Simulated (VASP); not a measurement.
Data:

```yaml
crystal:
  lattice:
    - [1.92270, -3.33021, 0.00000]
    - [1.92270, 3.33021, 0.00000]
    - [0.00000, 0.00000, 12.40320]
  atoms:
    - { symbol: La, position: [0.00000, 0.00000, 0.50000] }
    - { symbol: La, position: [0.00000, 0.00000, 0.00000] }
    - { symbol: La, position: [0.33333, 0.66667, 0.25000] }
    - { symbol: La, position: [0.66667, 0.33333, 0.75000] }
```

Calculation: PBE GGA, VASP's PBE PAW potentials (set 64) (plane waves; VASP 6.6.1). Numerical set-up: 400 eV cut-off, 11×11×4 Γ-centred mesh, first-order Methfessel-Paxton smearing of 0.10 eV, potentials La.

Give the stress tensor in GPa (positive for a compressed cell).

```
-1.42   0.00   0.00
 0.00  -1.42   0.00
 0.00   0.00  -1.71
```
The pressure is its mean diagonal, -1.52 GPa.

The compound is La in the dhcp structure. The cell was not relaxed at this level. The run is one of a series of settings (KPOINTS 11×11×4 Γ-centred mesh against the base run), some of them coarse on purpose.
